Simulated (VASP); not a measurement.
Consider the following.

```
Mg
1.0
    1.60017    -2.77158     0.00000
    1.60017     2.77158     0.00000
    0.00000     0.00000     5.09291
Mg
2
Direct
  0.33333   0.66667   0.25000
  0.66667   0.33333   0.75000
```

Calculation: optB88-vdW, VASP's PBE PAW potentials (set 64) (plane waves; VASP). Settings: 520 eV cut-off, Gaussian smearing of 0.050 eV, potentials Mg.

### Question
Give the energies of bands 1 to 5 at the high-symmetry points, in eV from the Fermi level.

### Answer

```
band      Γ      M      K      A      L     H
----  -----  -----  -----  -----  -----  ----
1     -7.03  -2.28  -0.74  -5.58  -1.17  0.10
2     -1.60  -2.21  -0.74  -5.58  -1.17  0.10
3     -1.11   2.67  -0.66   5.35  -0.50  0.68
4     10.79   3.10   4.13   5.35  -0.50  0.68
5     10.79   3.42   4.13  11.54   7.91  1.44
```

It has no gap at this level: it comes out as a metal or semimetal.

The compound is Mg in the hcp structure. It was relaxed first.
